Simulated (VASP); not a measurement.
Energy against volume of Zn (hcp). These are PBE GGA with D3 dispersion (Becke-Johnson damping), VASP's PBE PAW potentials (set 64) (plane waves; VASP) values and carry that method's errors. Numerical set-up: 520 eV cut-off, 16×16×8 Γ-centred mesh, first-order Methfessel-Paxton smearing of 0.10 eV, potentials Zn.

Shape and ions are relaxed at each volume.

| V (Å³/atom) | E (eV/atom) |
|---|---|
| 13.329 | -1.50873 |
| 13.754 | -1.52288 |
| 14.180 | -1.52885 |
| 14.605 | -1.52753 |

Q: Fit these four points and predict the energy of the run at 15.030 Å³/atom.

A: A cubic in V^(−2/3), the third-order Birch-Murnaghan form, passes through the four points with V0 = 14.31 Å³/atom and B0 = 89 GPa, and gives -1.5197 eV/atom there. The run gave -1.5200 eV/atom, -0.3 meV/atom from the fit; all five points give B0 = 87 GPa.

The compound is Zn in the hcp structure. It was relaxed first, which changed the volume by -6 %.
